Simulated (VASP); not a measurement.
**W (bcc): computed properties**

Level of theory: r2SCAN meta-GGA, VASP's PBE PAW potentials (set 64) (plane waves; VASP).

For W, the space group comes out as Im-3m (229) and the cell is a = 3.1726 Å, b = 3.1726 Å, c = 3.1726 Å, α = 90.00°, β = 90.00°, γ = 90.00°. The volume per atom is 15.97 Å^3/atom. The band gap (over mesh and band path) is none (metal, semimetal or under 0.01 eV) and the band gap with spin-orbit coupling comes out as none (metallic). The density is 19.12 g/cm³.

```
CELL_PARAMETERS angstrom
     -1.58632     1.58632     1.58632
      1.58632    -1.58632     1.58632
      1.58632     1.58632    -1.58632
ATOMIC_POSITIONS crystal
  W  0.00000 0.00000 0.00000
```

Measured: a 3.160 Å at 0 K (computed value off by +0.4 %), as given by Daniel Mejia-Rodriguez et al., Physical Review B (2018), arXiv:1807.09216 [static lattice: zero-point anharmonic expansion removed]. Unless said otherwise, spin-orbit coupling is left out, though it shifts the bands of the heavy elements here.

The compound is W in the bcc structure. It was relaxed first. Symmetry was kept, so distortions that lower it aren't found.
